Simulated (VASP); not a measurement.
Input of a VASP 6.6.1 run:

File POSCAR:

```
SiH2BrClO
1.0
   12.0000000000      0.0000000000      0.0000000000
    0.0000000000     13.0000000000      0.0000000000
    0.0000000000      0.0000000000     12.0000000000
O Si Cl Br H
1 1 1 1 2
Cartesian
    7.4560500000      7.7357499700      5.6133500400
    6.7474500000      6.3543499500      6.0820500000
    7.0294500000      4.8710499500      4.7078499600
    4.5699500400      6.6256499400      6.3388500000
    7.1515500000      8.1709500600      4.8144500400
    7.3551500400      5.9651499700      7.3601499600
```

Contents of INCAR.step1:

```
SYSTEM = SiH2BrClO
  PREC = Accurate
  ENCUT = 520
  EDIFF = 1E-5
  ISMEAR = 0
  SIGMA = 0.01
  LREAL = .FALSE.
  LASPH = .TRUE.
  NELM = 60
  ALGO = Normal
  ISIF = 2
  LWAVE = .TRUE.
  LCHARG = .FALSE.
  GGA = PE
```

File INCAR.step2:

```
SYSTEM = SiH2BrClO
  PREC = Accurate
  ENCUT = 520
  EDIFF = 1E-6
  ISMEAR = 0
  SIGMA = 0.01
  LREAL = .FALSE.
  LASPH = .TRUE.
  NELM = 60
  ALGO = Normal
  ISIF = 2
  LWAVE = .FALSE.
  LCHARG = .FALSE.
  METAGGA = R2SCAN
  LHFCALC = .TRUE.
  AEXX = 0.25
  LMIXTAU = .TRUE.
  PRECFOCK = Normal
  IVDW = 13
  VDW_S6 = 1.0
  VDW_S8 = 0.8992
  VDW_A1 = 0.4778
  VDW_A2 = 5.8779
  ISTART = 1
```

Contents of KPOINTS:

```
regular mesh
0
G
  1 1 1
  0 0 0
```

Potentials or basis: VASP PAW PBE potentials, release 64 (O, Si, Cl, Br, H).

Command:

```console
$ cat potpaw_PBE.64/O/POTCAR potpaw_PBE.64/Si/POTCAR potpaw_PBE.64/Cl/POTCAR potpaw_PBE.64/Br/POTCAR potpaw_PBE.64/H/POTCAR > POTCAR
$ cp INCAR.step1 INCAR
$ mpirun -np 1 vasp_gam > vasp.out
$ cp INCAR.step2 INCAR
$ mpirun -np 1 vasp_gam > vasp.out
```

Problem. Estimate the gap between the frontier levels.

Solution. 8.67 eV.

Problem. Estimate the largest force.

Solution. 0.406 eV/Å.

Problem. Predict the dispersion energy per atom.

Solution. -0.008 eV.

Forces on the atoms (eV/Å):
```
O   -0.289 -0.265 -0.103
Si   0.093  0.088 -0.007
Cl  -0.036  0.199  0.170
Br   0.237 -0.023 -0.034
H    0.095 -0.044  0.160
H   -0.099  0.046 -0.186
```

Caveat: the PAW data sets were made with another functional, which shifts forces and pressure a little.
